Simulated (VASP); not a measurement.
All values below come from r2SCAN+rVV10, VASP's PBE PAW potentials (set 64) (plane waves; VASP 6.6.1).

Input for VASP

### INCAR
```
# general
SYSTEM   = MoTe2
PREC     = Accurate
ENCUT    = 520
LREAL    = .FALSE.
LASPH    = .TRUE.

# electronic loop
EDIFF    = 1E-7
NELM     = 100
ALGO     = Normal
LMAXMIX  = 4
LMIXTAU  = .TRUE.

# smearing
ISMEAR   = -5

# functional
METAGGA  = R2SCAN
LUSE_VDW = .TRUE.
BPARAM   = 11.95
CPARAM   = 0.0093

# ions
ISIF     = 2

# output
LWAVE    = .FALSE.
LCHARG   = .FALSE.
LORBIT   = 11
NEDOS    = 601

# other
LEFG     = .TRUE.
```

POSCAR:
```
MoTe2
3.5472360
  0.5000000649  -0.8660253946   0.0000000000
  0.5000000649   0.8660253946   0.0000000000
  0.0000000000   0.0000000000   3.9914468161
Te Mo
4 2
direct
  0.3333330000   0.6666670000   0.8768906612
  0.6666670000   0.3333330000   0.3768906612
  0.6666670000   0.3333330000   0.1231093388
  0.3333330000   0.6666670000   0.6231093388
  0.3333330000   0.6666670000   0.2500000000
  0.6666670000   0.3333330000   0.7500000000
```

File KPOINTS_OPT:
```
k-points along high-symmetry lines
6
Line-mode
Reciprocal
  0.000000   0.000000   0.000000 ! GAMMA
  0.000000   0.500000   0.000000 ! M

  0.000000   0.500000   0.000000 ! M
 -0.333333   0.666667   0.000000 ! K

 -0.333333   0.666667   0.000000 ! K
  0.000000   0.000000   0.000000 ! GAMMA

  0.000000   0.000000   0.000000 ! GAMMA
  0.000000   0.000000   0.500000 ! A

  0.000000   0.000000   0.500000 ! A
  0.000000   0.500000   0.500000 ! L

  0.000000   0.500000   0.500000 ! L
 -0.333333   0.666667   0.500000 ! H

 -0.333333   0.666667   0.500000 ! H
  0.000000   0.000000   0.500000 ! A

  0.000000   0.500000   0.500000 ! L
  0.000000   0.500000   0.000000 ! M

 -0.333333   0.666667   0.500000 ! H
 -0.333333   0.666667   0.000000 ! K
```

### KPOINTS
```
Automatic mesh
0
Gamma
 8 8 2
```

POTCAR, in this order: Te Mo_sv (PBE.64 set). Program: vasp_std.

Output of the run:

File OSZICAR:
```
       N       E                     dE             d eps       ncg     rms          rms(c)
DAV:   1     0.291709544488E+03    0.29171E+03   -0.28014E+04  1432   0.155E+03
DAV:   2    -0.145667831872E+03   -0.43738E+03   -0.42902E+03  1566   0.359E+02
DAV:   3    -0.169805748410E+03   -0.24138E+02   -0.23896E+02  1566   0.710E+01
DAV:   4    -0.170417518820E+03   -0.61177E+00   -0.60981E+00  1541   0.112E+01
DAV:   5    -0.170434524024E+03   -0.17005E-01   -0.16994E-01  1636   0.187E+00    0.242E+01
DAV:   6    -0.163011324909E+03    0.74232E+01   -0.97437E+00  1428   0.234E+01    0.862E+00
DAV:   7    -0.159200182320E+03    0.38111E+01   -0.41261E+00  1516   0.915E+00    0.473E+00
DAV:   8    -0.157634932630E+03    0.15652E+01   -0.22902E+00  1518   0.766E+00    0.438E+00
DAV:   9    -0.156244992974E+03    0.13899E+01   -0.25924E-01  1387   0.334E+00    0.202E+00
DAV:  10    -0.155372833654E+03    0.87216E+00   -0.46561E-01  1675   0.465E+00    0.530E-01
DAV:  11    -0.154578575891E+03    0.79426E+00   -0.12231E-01  1338   0.227E+00    0.610E-01
DAV:  12    -0.154646560067E+03   -0.67984E-01   -0.86532E-03  1457   0.517E-01    0.308E-01
DAV:  13    -0.154126190685E+03    0.52037E+00   -0.13482E-01  1247   0.224E+00    0.232E-01
DAV:  14    -0.154248379502E+03   -0.12219E+00   -0.60530E-02  1268   0.157E+00    0.331E-01
DAV:  15    -0.154266708608E+03   -0.18329E-01   -0.49364E-03  1419   0.595E-01    0.365E-01
DAV:  16    -0.154308848677E+03   -0.42140E-01   -0.58132E-03  1303   0.574E-01    0.261E-01
DAV:  17    -0.154499372683E+03   -0.19052E+00   -0.65772E-02  1240   0.156E+00    0.122E-01
DAV:  18    -0.154510323480E+03   -0.10951E-01   -0.67502E-03  1483   0.607E-01    0.110E-01
DAV:  19    -0.154510336503E+03   -0.13023E-04   -0.18669E-04  1580   0.597E-02    0.109E-01
DAV:  20    -0.154509143844E+03    0.11927E-02   -0.64519E-04  1296   0.191E-01    0.113E-01
DAV:  21    -0.154509330620E+03   -0.18678E-03   -0.21015E-05  1644   0.222E-02    0.113E-01
DAV:  22    -0.154509223876E+03    0.10674E-03   -0.80318E-05  1477   0.475E-02    0.124E-01
DAV:  23    -0.154509199998E+03    0.23878E-04   -0.41609E-04  1375   0.981E-02    0.237E-01
DAV:  24    -0.154508518518E+03    0.68148E-03   -0.14986E-03  1406   0.177E-01    0.210E-01
DAV:  25    -0.154509812514E+03   -0.12940E-02   -0.80968E-04  1548   0.149E-01    0.307E-01
DAV:  26    -0.154510441141E+03   -0.62863E-03   -0.86868E-04  1622   0.157E-01    0.301E-01
DAV:  27    -0.154510842738E+03   -0.40160E-03   -0.60745E-04  1499   0.152E-01    0.173E-01
DAV:  28    -0.154510901436E+03   -0.58698E-04   -0.10017E-04  1303   0.562E-02    0.102E-01
DAV:  29    -0.154511073493E+03   -0.17206E-03   -0.69160E-05  1453   0.518E-02    0.541E-02
DAV:  30    -0.154511185121E+03   -0.11163E-03   -0.33853E-05  1541   0.353E-02    0.223E-02
DAV:  31    -0.154511185799E+03   -0.67780E-06   -0.53188E-06  1336   0.114E-02    0.153E-02
DAV:  32    -0.154511271662E+03   -0.85863E-04   -0.43642E-05  1292   0.486E-02    0.222E-02
DAV:  33    -0.154511270784E+03    0.87763E-06   -0.91487E-06  1493   0.146E-02    0.262E-02
DAV:  34    -0.154511270562E+03    0.22188E-06   -0.14282E-06  1411   0.603E-03    0.160E-02
DAV:  35    -0.154511272608E+03   -0.20459E-05   -0.37294E-06  1306   0.122E-02    0.740E-03
DAV:  36    -0.154511273685E+03   -0.10768E-05   -0.25773E-07  1052   0.340E-03    0.744E-03
DAV:  37    -0.154511272911E+03    0.77418E-06   -0.22593E-07   928   0.272E-03    0.655E-03
DAV:  38    -0.154511273796E+03   -0.88572E-06   -0.15980E-07   754   0.268E-03    0.413E-03
DAV:  39    -0.154511273074E+03    0.72225E-06   -0.54575E-08   690   0.162E-03    0.238E-03
DAV:  40    -0.154511273538E+03   -0.46361E-06   -0.24268E-08   676   0.109E-03    0.143E-03
DAV:  41    -0.154511273175E+03    0.36255E-06   -0.16272E-08   683   0.863E-04    0.107E-03
DAV:  42    -0.154511273366E+03   -0.19132E-06   -0.48753E-09   683   0.498E-04    0.814E-04
DAV:  43    -0.154511273326E+03    0.40841E-07   -0.27795E-09   655   0.350E-04
   1 F= -.15451127E+03 E0= -.15451127E+03  d E =0.000000E+00
       N       E                     dE             ncg
       N       E                     dE             ncg
       N       E                     dE             ncg
```

File OUTCAR:
```
------------------------ aborting loop because EDIFF is reached ----------------------------------------
  FORCE on cell =-STRESS in cart. coord.  units (eV):
  Direction    XX          YY          ZZ          XY          YZ          ZX
  --------------------------------------------------------------------------------------
  Total        0.0155968      0.0155968      0.0953991      0.0000000      0.0000000      0.0000000
  in kB        0.1619626      0.1619626      0.9906574      0.0000000      0.0000000      0.0000000
  external PRESSURE =       0.4381942 kB  Pullay stress =       0.0000000 kB
  volume of cell :      154.29
      direct lattice vectors                 reciprocal lattice vectors
     1.773618230 -3.071996457  0.000000000     0.281909597 -0.162760604  0.000000000
     1.773618230  3.071996457  0.000000000     0.281909597  0.162760604  0.000000000
     0.000000000  0.000000000 14.158603838     0.000000000  0.000000000  0.070628433
 POSITION                                       TOTAL-FORCE (eV/Angst)
 -----------------------------------------------------------------------------------
      1.77362      1.02400     12.41555         0.000000      0.000000     -0.013023
      1.77362     -1.02400      5.33625         0.000000     -0.000000     -0.013023
      1.77362     -1.02400      1.74306        -0.000000     -0.000000      0.013023
      1.77362      1.02400      8.82236         0.000000     -0.000000      0.013023
      1.77362      1.02400      3.53965         0.000000     -0.000000      0.000000
      1.77362     -1.02400     10.61895        -0.000000      0.000000      0.000000
 -----------------------------------------------------------------------------------
    total drift:                                0.000000      0.001623     -0.000023
  FREE ENERGIE OF THE ION-ELECTRON SYSTEM (eV)
  ---------------------------------------------------
  free  energy   TOTEN  =      -154.5112733256 eV

  energy  without entropy=     -154.5112733256  energy(sigma->0) =     -154.51127333

 total charge

# of ion       s       p       d       tot
------------------------------------------
    1        1.391   2.010   0.064   3.464
    2        1.391   2.010   0.064   3.464
    3        1.391   2.010   0.064   3.464
    4        1.391   2.010   0.064   3.464
    5        2.247   6.146   3.941  12.334
    6        2.247   6.146   3.941  12.334
--------------------------------------------------
tot         10.057  20.333   8.136  38.526

 Electric field gradients after diagonalization (V/A^2)
 (convention: |V_zz| > |V_xx| > |V_yy|)
----------------------------------------------------------------------
 ion       V_xx      V_yy      V_zz     asymmetry (V_yy - V_xx)/ V_zz
----------------------------------------------------------------------
   1      95.066    95.066  -190.132       0.000
   2      95.066    95.066  -190.132       0.000
   3      95.066    95.066  -190.132       0.000
   4      95.066    95.066  -190.132       0.000
   5      38.060    38.054   -76.114       0.000
   6      38.060    38.054   -76.114       0.000
```
(Selected blocks of OUTCAR.)

OUTCAR:
```
 val. band max:        7.6711207024   @ k =   0.0000   0.0000   0.0000

 cond. band min:       8.6064334571   @ k =   0.2500   0.1250   0.0000


 Fermi energy:         7.6786158143

 k-point     1 :       0.0000    0.0000    0.0000
  band No.  band energies     occupation
      1     -55.1232      2.00000
      2     -55.1232      2.00000
      3     -28.5514      2.00000
      4     -28.5514      2.00000
      5     -28.4499      2.00000
      6     -28.4499      2.00000
      7     -28.4499      2.00000
      8     -28.4499      2.00000
      9      -5.8031      2.00000
     10      -5.5330      2.00000
     11      -4.8447      2.00000
     12      -4.4071      2.00000
     13       1.6446      2.00000
     14       2.8515      2.00000
     15       4.5893      2.00000
     16       5.6815      2.00000
     17       5.6816      2.00000
     18       5.6959      2.00000
     19       5.6959      2.00000
     20       6.4899      2.00000
     21       6.4900      2.00000
     22       6.5217      2.00000
     23       6.5217      2.00000
     24       6.6827      2.00000
     25       7.1861      2.00000
     26       7.6711      2.00000
     27      10.6274      0.00000
     28      10.6274      0.00000
     29      10.7381      0.00000
     30      10.7381      0.00000
     31      10.8811      0.00000

 k-point     2 :       0.1250    0.0000    0.0000
  band No.  band energies     occupation
      1     -55.1217      2.00000
      2     -55.1217      2.00000
      3     -28.5470      2.00000
      4     -28.5470      2.00000
      5     -28.4693      2.00000
      6     -28.4693      2.00000
      7     -28.4544      2.00000
      8     -28.4544      2.00000
      9      -5.5783      2.00000
     10      -5.3110      2.00000
     11      -4.6822      2.00000
     12      -4.2631      2.00000
     13       1.8875      2.00000
     14       3.0787      2.00000
     15       4.4444      2.00000
     16       5.1966      2.00000
     17       5.2349      2.00000
...
```

The path is coarsely sampled, so an indirect gap can come out somewhat too large. Unless said otherwise, spin-orbit coupling is left out, though it shifts the bands of the heavy elements here.

The compound is MoTe2 in the 2H layered structure. It was relaxed first.
